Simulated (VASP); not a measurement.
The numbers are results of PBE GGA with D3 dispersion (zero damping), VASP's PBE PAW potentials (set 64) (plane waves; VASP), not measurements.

A VASP calculation is set up with these files.

### INCAR
```
! general
SYSTEM = Li2S
PREC   = Accurate
ENCUT  = 520
LREAL  = .False.
LASPH  = .True.

! electronic loop
EDIFF  = 1E-6
NELM   = 100
ALGO   = Normal

! smearing
ISMEAR = 0
SIGMA  = 0.05

! functional
GGA    = PE
IVDW   = 11

! ions
IBRION = 2
NSW    = 60
ISIF   = 3
EDIFFG = -0.02

! output
LWAVE  = .False.
LCHARG = .False.
```

File KPOINTS:
```
Automatic mesh
0
Gamma
  6 6 6
```

File POSCAR:
```
Li2S
1
   -0.0000000000     2.7977936414     2.7977936414
    2.7977936414    -0.0000000000     2.7977936414
    2.7977936414     2.7977936414     0.0000000000
Li S
2 1
Direct
  0.2500000000   0.2500000000   0.2500000000
  0.7500000000   0.7500000000   0.7500000000
  0.0000000000   0.0000000000   0.0000000000
```

POTCAR, in this order: Li_sv S (PBE.64 set). Program: vasp_std.

What will the output report for the number of irreducible k-points (NKPTS), largest plane-wave count, number of space-group operations, FFT grid (NGX, NGY, NGZ)?

```yaml
number of irreducible k-points (NKPTS): 16
largest_plane_wave_count: 1243
number_of_space_group_operations: 48
FFT grid (NGX, NGY, NGZ): 30 × 30 × 30
```

The compound is Li2S in the antifluorite structure. It was relaxed first, which changed the volume by -6 %. The start is the result of an earlier pass.
